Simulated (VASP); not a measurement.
VASP runs on As2Se3 (space group P-3m1) share one base input (PBE GGA, plane waves, VASP's PBE PAW potentials (set 64)) and change the settings named in each case.

**POSCAR**
```
As2Se3
1
    4.2793410000     0.0000000000     0.0000000000
   -2.1396710000     3.7060190000     0.0000000000
    0.0000000000     0.0000000000     6.6678610000
As Se
2 3
Direct
  0.3333330000   0.6666670000   0.2467000000
  0.6666670000   0.3333330000   0.7533000000
  0.0000000000   0.0000000000   0.0000000000
  0.3333330000   0.6666670000   0.6470000000
  0.6666670000   0.3333330000   0.3530000000
```

### KPOINTS
```
Automatic mesh
0
Gamma
 4 4 3
```

### INCAR
```
# general
SYSTEM  = As2Se3
PREC    = Accurate
ENCUT   = 300
LREAL   = .False.
LASPH   = .True.

# electronic loop
EDIFF   = 1E-6
NELM    = 100
ALGO    = Normal
LMAXMIX = 4

# smearing
ISMEAR  = 0
SIGMA   = 0.05

# functional
GGA     = PE

# ions
ISIF    = 2

# output
LWAVE   = .False.
LCHARG  = .False.
```

POTCAR, in this order: As Se (PBE.64 set). Program: vasp_std.

| change | E(σ→0) (eV/atom) | pressure (GPa) | largest force (eV/Å) | −TS (eV) |
|---|---|---|---|---|
| base run | -3.6647 | 9.30 | 0.857 | -0.0019 |
| GGA = PS | -4.1195 | ? | ? | -0.0019 |
| GGA_COMPAT = .FALSE., LNONCOLLINEAR = .TRUE., LSORBIT = .TRUE., MAGMOM = 0.0 0.0 0.0 0.0 0.0 0.0 0.0 0.0 0.0 0.0 0.0 0.0 0.0 0.0 0.0, program vasp_ncl | -3.6828 | ? | ? | ? |
| KPOINTS 2×2×1 Γ-centred mesh | -3.7459 | 10.80 | 1.171 | 0.0000 |

Problem. Fill in the missing entries.

Solution. 
- GGA_COMPAT = .FALSE., LNONCOLLINEAR = .TRUE., LSORBIT = .TRUE., MAGMOM = 0.0 0.0 0.0 0.0 0.0 0.0 0.0 0.0 0.0 0.0 0.0 0.0 0.0 0.0 0.0, program vasp_ncl, pressure (GPa): 9.36
- GGA_COMPAT = .FALSE., LNONCOLLINEAR = .TRUE., LSORBIT = .TRUE., MAGMOM = 0.0 0.0 0.0 0.0 0.0 0.0 0.0 0.0 0.0 0.0 0.0 0.0 0.0 0.0 0.0, program vasp_ncl, largest force (eV/Å): 0.865
- GGA_COMPAT = .FALSE., LNONCOLLINEAR = .TRUE., LSORBIT = .TRUE., MAGMOM = 0.0 0.0 0.0 0.0 0.0 0.0 0.0 0.0 0.0 0.0 0.0 0.0 0.0 0.0 0.0, program vasp_ncl, −TS (eV): -0.0012
- GGA = PS, pressure (GPa): 5.59
- GGA = PS, largest force (eV/Å): 0.803

Energies of different potentials or functionals have different zeros.

Left out are runs that ran out of time, are held back, or changed the cell or the kind of run, fixed moments of cells without a moment, rows past the twelfth, gaps on odd meshes, pressures of charged cells and columns that move by less than the noise.

The structure was generated: As2Se3 was put into an ordered model structure, which need not be its known phase. The cell was not relaxed at this level, forces remain on its atoms, its lattice was scaled by up to 2.5 %.
